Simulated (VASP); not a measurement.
VASP input:

### POSCAR
```
Hf
1
    1.5584122798    -2.6992492124     0.0000000000
    1.5584122798     2.6992492124    -0.0000000000
    0.0000000000     0.0000000000     4.9546098756
Hf
2
Direct
  0.3333330000   0.6666670000   0.2500000000
  0.6666670000   0.3333330000   0.7500000000
```

**INCAR**
```
! general
SYSTEM =Hf
PREC   =Accurate
ENCUT  =500
LREAL  =.FALSE.
LASPH  =.TRUE.   ! aspherical one-centre terms

! electronic loop
EDIFF  =1E-6
NELM   =100   ! most electronic steps
ALGO   =Normal   ! blocked Davidson
LMAXMIX=6   ! l cut-off of mixed one-centre charges

! smearing
ISMEAR =1   ! Methfessel-Paxton
SIGMA  =0.1   ! width (eV)

! ions
IBRION =2
NSW    =40
ISIF   =3   ! ions, shape and volume
EDIFFG =-0.02

! output
LWAVE  =.FALSE.
LCHARG =.FALSE.
```

**KPOINTS**
```
Automatic mesh
0
gamma
13 13 8
0 0 0
```

POTCAR, in this order: Hf_pv (LDA.64 set). Program: vasp_std.

Write an equivalent input for Ansatz.

One equivalent input (not run):
Ansatz 0.2 input:
```yaml
crystal:
  lattice:
    - [1.5584123, -2.6992492, 0.0000000]
    - [1.5584123, 2.6992492, 0.0000000]
    - [0.0000000, 0.0000000, 4.9546099]
  atoms:
    - { symbol: Hf, position: [0.3333330, 0.6666670, 0.2500000] }
    - { symbol: Hf, position: [0.6666670, 0.3333330, 0.7500000] }
kpoints:
  mp_grid: { grid: [13, 13, 8] }
hamiltonian:
  xc: lda
  pseudopotentials: { kind: paw }
scf:
  occupations: { method: methfessel_paxton, width: 0.1 }
  max_iter: 100
relax:
  max_steps: 40
  f_tol: 0.02
  cell: {}
output: { forces: true, stress: true, eigenvalues: true }
```
The two are equivalent in intent, not identical: each code has its own PAW files, so the cut-off isn't converted (ENCUT is set for VASP's; basis.ecutwfc is left out, and Ansatz then takes the one that its files recommend); Ansatz stops its SCF on the density residual and VASP on the energy change (EDIFF); Ansatz's lda is the Perdew-Wang form, while the LDA potentials of VASP carry Perdew-Zunger's.

The compound is Hf in the hcp structure. It was relaxed first, which changed the volume by -6 %.
